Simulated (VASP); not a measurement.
In8SbAs7:

```
In Sb As
1.0
    -6.09128    0.00000    6.09128
    -6.09128   -6.09128    0.00000
     0.00000   -6.09128    6.09128
In Sb As
8 1 7
Direct
  0.00000 0.50000 0.00000
  0.00000 0.00000 0.00000
  0.00000 0.50000 0.50000
  0.00000 0.00000 0.50000
  0.50000 0.50000 0.00000
  0.50000 0.00000 0.00000
  0.50000 0.50000 0.50000
  0.50000 0.00000 0.50000
  0.12500 0.12500 0.12500
  0.12500 0.62500 0.12500
  0.12500 0.12500 0.62500
  0.12500 0.62500 0.62500
  0.62500 0.12500 0.12500
  0.62500 0.62500 0.12500
  0.62500 0.12500 0.62500
  0.62500 0.62500 0.62500
```

The cell was built by a generator and needn't be a form met in nature.

```yaml
Program: VASP 6.6.1
Task: relaxation of cell and atoms
Functional: PBEsol
Potentials_or_basis: VASP PAW PBE potentials, release 64 (In_d, Sb, As)
Cutoff: 600 eV
k_mesh: 6 × 6 × 6
Occupations: gaussian, width 0.03 eV
Spin: no spin polarisation
```

At the start: pressure 1.7 GPa; volume 28.25 Å³/atom.

Q: Where does the relaxation end?

A: Over 8 steps the energy falls by 17.4 meV/atom and the volume is 29.01 Å³/atom (+2.7 %); space group F-43m (No. 216, to 0.05 Å).

The path:
| step | energy change (eV) | largest force (eV/Å) | pressure (GPa) | volume (Å³) |
| --- | --- | --- | --- | --- |
| 1 | 0.0000 | 1.2179 | 1.74 | 452.02 |
| 2 | -0.2314 | 0.3590 | -0.84 | 472.41 |
| 3 | -0.2320 | 0.4000 | -0.73 | 471.27 |
| 4 | -0.2749 | 0.0955 | -0.09 | 465.31 |
| 5 | -0.2768 | 0.0665 | 0.08 | 463.80 |
| 6 | -0.2782 | 0.0359 | 0.01 | 464.39 |
| 7 | -0.2785 | 0.0189 | -0.05 | 464.81 |
| 8 | -0.2788 | 0.0066 | 0.01 | 464.22 |

Final structure:
```cif
data_structure
_symmetry_space_group_name_H-M 'P 1'
_symmetry_Int_Tables_number 1
_cell_length_a 8.6912
_cell_length_b 8.6912
_cell_length_c 8.6912
_cell_angle_alpha 60.000
_cell_angle_beta 60.000
_cell_angle_gamma 60.000
_cell_volume 464.22
loop_
_atom_site_label
_atom_site_type_symbol
_atom_site_fract_x
_atom_site_fract_y
_atom_site_fract_z
_atom_site_occupancy
In1 In 0.99557 0.51329 0.99557 1
In2 In 0.99557 0.99557 0.99557 1
In3 In 0.99912 0.50029 0.50029 1
In4 In 0.99557 0.99557 0.51329 1
In5 In 0.50029 0.50029 0.99912 1
In6 In 0.51329 0.99557 0.99557 1
In7 In 0.50029 0.50029 0.50029 1
In8 In 0.50029 0.99912 0.50029 1
Sb1 Sb 0.12500 0.12500 0.12500 1
As1 As 0.12545 0.62455 0.12545 1
As2 As 0.12545 0.12545 0.62455 1
As3 As 0.12545 0.62455 0.62455 1
As4 As 0.62455 0.12545 0.12545 1
As5 As 0.62455 0.62455 0.12545 1
As6 As 0.62455 0.12545 0.62455 1
As7 As 0.62500 0.62500 0.62500 1
```

Caveat: the PAW data sets were made with another functional, which shifts forces and pressure a little.
